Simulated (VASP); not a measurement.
Input for VASP

### KPOINTS
```
Regular mesh
0
Gamma
6 6 4
```

### INCAR
```
SYSTEM = CdS
PREC = Accurate
ENCUT = 480
EDIFF = 1E-7
NELM = 100
ALGO = Normal
LREAL = .FALSE.
LASPH = .TRUE.
ISMEAR = 0
SIGMA = 0.05
METAGGA = R2SCAN
LMIXTAU = .TRUE.
LMAXMIX = 4
LWAVE = .FALSE.
LCHARG = .FALSE.
ISIF = 2
```

POSCAR:
```
CdS
4.1612710
  0.5000000273  -0.8660254093   0.0000000000
  0.5000000273   0.8660254093   0.0000000000
  0.0000000000   0.0000000000   1.6244911501
Cd S
2 2
Direct
  0.6666670000   0.3333330000   0.5000154508
  0.3333330000   0.6666670000   0.0000154508
  0.6666670000   0.3333330000   0.8769845492
  0.3393407795   0.6726747795   0.3769845492
```

POTCAR, in this order: Cd S (PBE.64 set). Program: vasp_std.

Task: Write an equivalent input for Ansatz.

Result: One equivalent input (not run):
Ansatz 0.2 input:
```yaml
crystal:
  lattice:
    - [2.0806356, -3.6037664, 0.0000000]
    - [2.0806356, 3.6037664, 0.0000000]
    - [0.0000000, 0.0000000, 6.7599479]
  atoms:
    - { symbol: Cd, position: [0.6666670, 0.3333330, 0.5000155] }
    - { symbol: Cd, position: [0.3333330, 0.6666670, 0.0000155] }
    - { symbol: S, position: [0.6666670, 0.3333330, 0.8769845] }
    - { symbol: S, position: [0.3393408, 0.6726748, 0.3769845] }
kpoints:
  mp_grid: { grid: [6, 6, 4] }
hamiltonian:
  xc: r2scan
  pseudopotentials: { kind: paw }
scf:
  occupations: { method: gaussian, width: 0.05 }
  max_iter: 100
output: { forces: true, stress: true, eigenvalues: true }
```
What does not carry over: each code has its own PAW files, so the cut-off isn't converted (ENCUT is set for VASP's; basis.ecutwfc is left out, and Ansatz then takes the one that its files recommend); Ansatz stops its SCF on the density residual and VASP on the energy change (EDIFF).

The compound is CdS in the wurtzite structure. This cell was strained or had an atom moved on purpose.
